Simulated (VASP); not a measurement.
Here is a VASP 6.6.1 calculation.

Contents of INCAR:

```
PREC     = Accurate       # precision mode
ENCUT    = 520            # plane-wave cutoff, eV
EDIFF    = 1E-6           # SCF threshold, eV
ISMEAR   = -1             # smearing method
SIGMA    = 0.0304         # smearing width, eV
LREAL    = False          # projectors in reciprocal space
LASPH    = True           # aspherical terms in the spheres
NELM     = 100            # most SCF steps
ALGO     = Fast           # electronic algorithm
ISIF     = 2              # what is computed and relaxed
LWAVE    = False          # write WAVECAR
LCHARG   = False          # write CHGCAR
GGA      = PE             # functional
NBANDS   = 34             # bands
```

Contents of KPOINTS:

```
regular mesh
0
Gamma
  9 9 9
```

The input POSCAR:

```
Zr2BiSe2
1.0
    0.0000000000      4.1691680000      0.0000000000
    4.1691680000      0.0000000000      0.0000000000
    2.0845840000      2.0845840000     -6.9673710000
Bi Se Zr
1 2 2
Direct
    0.0000000000      0.0000000000      0.0000000000
    0.2500000000      0.7500000000      0.5000000000
    0.7500000000      0.2500000000      0.5000000000
    0.3440000000      0.3440000000      0.3120000000
    0.6560000000      0.6560000000      0.6880000000
```

Potentials or basis: VASP PAW PBE potentials, release 64 (Bi_d, Se, Zr_sv).

Launch:

```console
$ cat potpaw_PBE.64/Bi_d/POTCAR potpaw_PBE.64/Se/POTCAR potpaw_PBE.64/Zr_sv/POTCAR > POTCAR
$ mpirun -np 1 vasp_std > vasp.out
```

Q: What does it give for the band gap on the k mesh?

A: None (metal or under the smearing width).

Q: Estimate the largest force.

A: 5.844 eV/Å.

Q: Predict the pressure.

A: 18.6 GPa.

Stress tensor (GPa, compression positive):
```
23.17  0.00  0.00
 0.00 23.17  0.00
 0.00  0.00  9.59
```

Caveat: so large a pressure means that the cell lies far from this level's equilibrium, or that cutoff or potentials fall short; spin-orbit coupling is left out, which moves the levels of the heavy elements; forces of over 1 eV/Å show positions far from the minimum, so gaps and moduli don't describe the material at rest.
